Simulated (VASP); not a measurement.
Here is the system:

```
KF
1.0
    0.00000     2.62337     2.62337
    2.62337     0.00000     2.62337
    2.62337     2.62337     0.00000
K F
1 1
Direct
  0.00000   0.00000   0.00000
  0.50000   0.50000   0.50000
```

Level of theory: PBE GGA, VASP's PBE PAW potentials (set 64) (plane waves; VASP). Numerical set-up: 400 eV cut-off, 6×6×6 Γ-centred mesh, Fermi-Dirac smearing of 0.020 eV, potentials K_sv F.

At this cut-off the stress carries a Pulay error, which pulls relaxed volumes low.

Question: Estimate the energy per atom (σ→0), pressure, band gap (on the k-mesh) with the smallest direct gap where there is one.

Answer: 
- band gap (on the k-mesh) = 6.49 eV
- smallest direct gap (on the k-mesh) = 6.49 eV
- energy per atom (σ→0) = -4137 meV/atom
- pressure = -1.27 GPa

The absolute energy has meaning only against runs of the same code, potentials and settings.

The structure is a typed KF crystal. The cell was not relaxed at this level.
